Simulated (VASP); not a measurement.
VASP runs on BaS (rock salt) share one base input (PBE GGA, plane waves, VASP's PBE PAW potentials (set 64)) and change the settings named in each case.

**INCAR**
```
! general
SYSTEM   =  BaS
PREC     =  Accurate
ENCUT    =  400
LREAL    =  .FALSE.
LASPH    =  .TRUE.   ! aspherical one-centre terms

! electronic loop
EDIFF    =  1E-6   ! SCF stop (eV)
NELM     =  100
ALGO     =  Normal
LMAXMIX  =  4

! smearing
ISMEAR   =  0   ! Gaussian
SIGMA    =  0.05

! functional
GGA      =  PE

! ions
ISIF     =  2   ! forces and stress, cell fixed

! output
LWAVE    =  .FALSE.
LCHARG   =  .FALSE.
```

File POSCAR:
```
BaS
1
    0.0000000000     3.1950000000     3.1950000000
    3.1950000000     0.0000000000     3.1950000000
    3.1950000000     3.1950000000     0.0000000000
Ba S
1 1
Direct
  0.0000000000   0.0000000000   0.0000000000
  0.5000000000   0.5000000000   0.5000000000
```

File KPOINTS:
```
Automatic mesh
0
Gamma
7 7 7
0 0 0
```

POTCAR, in this order: Ba_sv S (PBE.64 set). Program: vasp_std.

```csv
change,E(σ→0) (eV/atom),pressure (GPa),irreducible k-points
base run,-5.0923,1.37,20
KPOINTS 2×2×2 Monkhorst-Pack mesh,-5.1512,0.62,2
KPOINTS 5×5×5 Monkhorst-Pack mesh,?,?,10
KPOINTS 8×8×8 Monkhorst-Pack mesh,-5.0923,1.37,60
KPOINTS 9×9×9 Monkhorst-Pack mesh,-5.0923,1.37,35
```

Task: Fill in the missing entries.

Result: 
- KPOINTS 5×5×5 Monkhorst-Pack mesh, E(σ→0) (eV/atom): -5.0919
- KPOINTS 5×5×5 Monkhorst-Pack mesh, pressure (GPa): 1.38

Unless said otherwise, spin-orbit coupling is left out, though it shifts the bands of the heavy elements here.

Left out are runs that ran out of time, are held back, or changed the cell or the kind of run, fixed moments of cells without a moment, rows past the twelfth, gaps on odd meshes, pressures of charged cells and columns that move by less than the noise.

The compound is BaS in the rock salt structure. The cell was not relaxed at this level.
